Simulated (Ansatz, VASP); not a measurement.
# Cross-check of AlRu between VASP and Ansatz, part 2 of 2

One calculation is typed for both programs; each brings its own data sets. How far apart do they land? The cell is taken from a series of runs on this material, whose earlier steps may have relaxed, scaled, displaced or heated it; both programs get it as it stands.

VASP 6.6.1 and Ansatz 0.2.0.

So far: The starting structure; Ansatz: zone-centre phonons, PBEsol, pair 1; VASP: zone-centre phonons, PBEsol, pair 1; Differences.

## (5) VASP: zone-centre phonons, PBEsol, pair 2

Level of this step: PBEsol; plane waves and PAW (Al, Ru_pv) (VASP).

Second derivatives magnify differences that forces hide, and they need a tight electronic threshold. The cell compared in this pair holds 24.25 Å³, against 23.72 Å³ for the pair before.

File INCAR:

```
SYSTEM = AlRu
PREC = Accurate
ENCUT = 500
EDIFF = 1E-08
NELM = 120
ISMEAR = 1
SIGMA = 0.2
LREAL = .FALSE.
ALGO = Normal
GGA = PS
NBANDS = 14
LASPH = .TRUE.
LORBIT = 11
LWAVE = .FALSE.
LCHARG = .FALSE.
ISIF = 2
IBRION = 8
GGA_COMPAT = .FALSE.
KPAR = 2
```

File POSCAR:

```
AlRu
1.0
    2.8944306214      0.0000000000      0.0000000000
    0.0000000000      2.8944306214      0.0000000000
    0.0000000000      0.0000000000      2.8944306214
Al Ru
1 1
Direct
    0.0000000000      0.0000000000      0.0000000000
    0.5000000000      0.5000000000      0.5000000000
```

File KPOINTS:

```
Automatic mesh
0
Gamma
16 16 16
0 0 0
```

Potentials, in the order of the species: Al and Ru_pv (PBE family, release 64).

On the command line:

```console
$ mpirun -np 2 vasp_std
```

Numbers of over 12 decimals in the logs are rounded to 6 here.

Log:

```text
[banner, memory and clock lines left out]
running    2 mpi-ranks, on    1 nodes
[...]
[... a notice as in an earlier step ...]

 LDA part: xc-table for (Slater+PW92), standard interpolation
 POSCAR, INCAR and KPOINTS ok, starting setup
[...]
entering main loop
       N       E                     dE             d eps       ncg     rms          rms(c)
DAV:   1     0.111657499581E+03    0.11166E+03   -0.92855E+03  4820   0.111E+03
DAV:   2    -0.143269171615E+02   -0.12598E+03   -0.12049E+03  5202   0.319E+02
DAV:   3    -0.161765080447E+02   -0.18496E+01   -0.18417E+01  5538   0.406E+01
DAV:   4    -0.161919472997E+02   -0.15439E-01   -0.15436E-01  5916   0.372E+00
[...]
DAV:  11    -0.153804446772E+02    0.17633E-05   -0.39192E-06  5826   0.243E-02    0.678E-03
DAV:  12    -0.153804443590E+02    0.31814E-06   -0.70202E-08  5960   0.277E-03    0.171E-04
DAV:  13    -0.153804443604E+02   -0.13476E-08   -0.19679E-09  4508   0.406E-04
   1 F= -.15380444E+02 E0= -.15380036E+02  d E =-.122466E-02
[...]
RMM:   8    -0.644702291346E-02   -0.29094E-06   -0.23946E-09 18971   0.324E-04    0.738E-05
RMM:   9    -0.644708711724E-02   -0.64204E-07   -0.13251E-09 20184   0.940E-05    0.250E-05
RMM:  10    -0.644708301108E-02    0.41062E-08   -0.58673E-11 20233   0.247E-05    0.332E-06
 first order change of Fermi-energy  -0.19280E-03
 force on displaced ion       1 direction 1 : -11.107  -0.000   0.000
 Linear response progress:
  Degree of freedom:   2/  2
       N       E                     dE             d eps       ncg     rms          rms(c)
RMM:   1    -0.538167063853E+00   -0.53817E+00    0.36864E+00 11985   0.641E+01
RMM:   2    -0.647271587596E+00   -0.10910E+00   -0.11285E-01 16850   0.301E+00    0.166E-01
RMM:   3    -0.647179438736E+00    0.92149E-04   -0.20849E-03 19524   0.365E-01    0.935E-02
RMM:   4    -0.646547724073E+00    0.63171E-03   -0.22704E-04 19539   0.146E-01    0.232E-02
[...]
RMM:  12    -0.646399123789E+00    0.27474E-07   -0.11841E-08 22953   0.909E-05    0.961E-07
RMM:  13    -0.646399098741E+00    0.25048E-07   -0.82452E-09 24332   0.658E-05    0.548E-07
RMM:  14    -0.646399104806E+00   -0.60641E-08   -0.64361E-09 21382   0.542E-05    0.368E-07
 first order change of Fermi-energy   0.21358E-02
 force on displaced ion       2 direction 1 : -11.108  -0.000   0.000
 Linear response finished
```

OUTCAR, selected parts (step 5):

```text
  Total        3.3599265      3.3599265      3.3599265      0.0000000      0.0000000      0.0000000
  in kB      221.9989503    221.9989503    221.9989503      0.0000000      0.0000000      0.0000000
  external PRESSURE =     221.9989503 kB  Pullay stress =       0.0000000 kB

 POSITION                                       TOTAL-FORCE (eV/Angst)
 -----------------------------------------------------------------------------------
      0.00000      0.00000      0.00000         0.000000      0.000000      0.000000
      1.44722      1.44722      1.44722         0.000000      0.000000      0.000000
 -----------------------------------------------------------------------------------
    total drift:                                0.000000     -0.000000     -0.000000

[... 1 part as in an earlier step ...]

[... 1 further part left out ...]
```

## (6) Ansatz: zone-centre phonons, PBEsol, pair 2

The same cell, functional, mesh and smearing now go to Ansatz, which takes its cutoff from its data sets.

The cell is taken from a series of runs on this material, whose earlier steps may have relaxed, scaled, displaced or heated it; both programs get it as it stands.

File input.yaml:

```yaml
crystal:
  lattice:
    - [2.8944306214, 0.0, 0.0]
    - [0.0, 2.8944306214, 0.0]
    - [0.0, 0.0, 2.8944306214]
  atoms:
    - { symbol: Al, position: [0.0, 0.0, 0.0] }
    - { symbol: Ru, position: [0.5, 0.5, 0.5] }
kpoints:
  mp_grid: { grid: [16, 16, 16] }
hamiltonian:
  xc: pbesol
  pseudopotentials: { kind: paw, azcp: { folder: soft_1 }, xc_functional: pbe }
scf:
  occupations: { method: methfessel_paxton, width: 0.2 }
output:
  eigenvalues: true
phonons:
  method: dfpt
```

On the command line:

```console
$ ansatz run input.yaml --threads 4 --pin off --max-ram 10240MiB --backend cpu --events-out ev --progress --plain --runs-dir out
```

Log:

```text
[...]
Crystal: 2 atoms, lattice volume = 24.249 Å³
Basis set: ecut = 420 eV, 461 PW (Γ), exchange–correlation on 40×40×40 points (8 copies of the dense FFT grid, shifted against one another)
Bands: 14, of which v1, the nominal top of the filled ones, is band 10 counted from 1 (9 counted from 0)
Symmetry: 48 space group operations
k-points: 405 of 4096 (irreducible under 8 space group operations, time reversal used)
[...]
k-point 2: bands = [... 6 lower, 13.8474, 17.7093, 17.7093, 18.1550, 23.1938, 25.0821, 25.0821, 28.6411]
  k-point 404: bands = [... 6 lower, 12.6726, 19.7915, 19.7915, 21.1119, 22.2446, 22.2446, 22.2446, 27.4331]
[...]
ASR residual: 2.191e-5 → 0.000e0 eV/Å²; symmetrization residual: 1.500e-6 eV/Å²
  ASR residual per site (eV/Å²): 3.34e-6 2.19e-5
  Γ frequencies (cm⁻¹): 0.00 0.00 0.00 374.62 374.62 374.62
[...]
[key lines of the parts left out:]
SCF converged after 8 iterations
Free energy (F): -6342.215416 eV
Fermi energy:    17.908992 eV
```

## (7) Side by side

What differs besides the data sets and the points named for the pairs above, as far as they apply: the data sets hold 19 valence electrons in Ansatz (on its PAW soft_1 files) and 17 in VASP. Total energies have different zeros and are not compared.

The two programs side by side:

| quantity | Ansatz | VASP | difference |
| --- | --- | --- | --- |
| optical mode 1 to 3 (cm⁻¹) | 374.6 | 376.6 | -0.53 % |

Modes are paired by rising frequency, not by their patterns, so a pair may set unlike modes beside each other; they are those without the splitting of longitudinal modes.

## (8) Summary of results

```
r.m.s. difference of the optical zone-centre modes, each program's sorted by frequency (zone-centre phonons, PBEsol, pair 1) : 2.1 cm⁻¹
difference in optical mode 1 to 3 (zone-centre phonons, PBEsol, pair 1)                                                      : -0.5 %
r.m.s. difference of the optical zone-centre modes, each program's sorted by frequency (zone-centre phonons, PBEsol, pair 2) : 2.0 cm⁻¹
difference in optical mode 1 to 3 (zone-centre phonons, PBEsol, pair 2)                                                      : -0.5 %
```

In words: The r.m.s. difference of the optical zone-centre modes, each program's sorted by frequency is 2.1 cm⁻¹ (zone-centre phonons, PBEsol, pair 1). The data sets hold unlike numbers of valence electrons (19 in Ansatz and 17 in VASP), so part of the differences comes from the potentials. Among the rows given in per cent, the largest difference of the zone-centre phonons, PBEsol, pair 1 pair is in optical mode 1 to 3, -0.5 %. Among the rows given in per cent, the largest difference of the zone-centre phonons, PBEsol, pair 2 pair is in optical mode 1 to 3, -0.5 %. How closely two codes agree says nothing of how well the functional describes the real material.

[Lines on the potential files, build, host, timing and source positions are cut from VASP's logs without a mark.]

[Logs are printed without paths, hosts, clocks, repeated set-up lines and the standing remarks that a program may print on its own settings, such as how far it seeks lower states.]

[Hosts, paths, dates, database ids (printed as entryN), source tags and the programs' standing remarks are cut or masked in the printed files.]
